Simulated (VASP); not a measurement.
Runs of VASP 6.6.1 on Ta. The structure is cubic, space group Im-3m (No. 229). Conventional cell: a = 3.282 Å, b = 3.282 Å, c = 3.282 Å, α = 90.00°, β = 90.00°, γ = 90.00°. Ta (site symmetry m-3m) is surrounded by 8 Ta at 2.84 Å. 

```tsv
level	k mesh	cutoff (eV)	smearing	gap on the mesh (eV)	pressure (GPa)
PBEsol	28 × 28 × 28	520	gaussian 0.1 eV	none	0.1
PBEsol	18 × 18 × 18	900	gaussian 0.1 eV	none	0.0
r2SCAN	18 × 18 × 18	520	gaussian 0.1 eV	none	5.1
PBEsol	18 × 18 × 18	700	gaussian 0.1 eV	none	0.0
PBEsol	18 × 18 × 18	520	gaussian 0.5 eV	none	(a)
```

Alike in all rows: task single point; potentials or basis VASP PAW PBE potentials, release 64 (Ta_pv); no spin polarisation; cell as given.

Question: Estimate the missing entries.

Answer: (a) 0.9.

Caveats: the PAW data sets were made with another functional, which shifts forces and pressure a little.

A k mesh can miss the band edges, and the runs leave out spin-orbit coupling on Ta.

A gap of «none» marks a metal or a gap under the smearing width.

Not every run made on this cell is shown here.
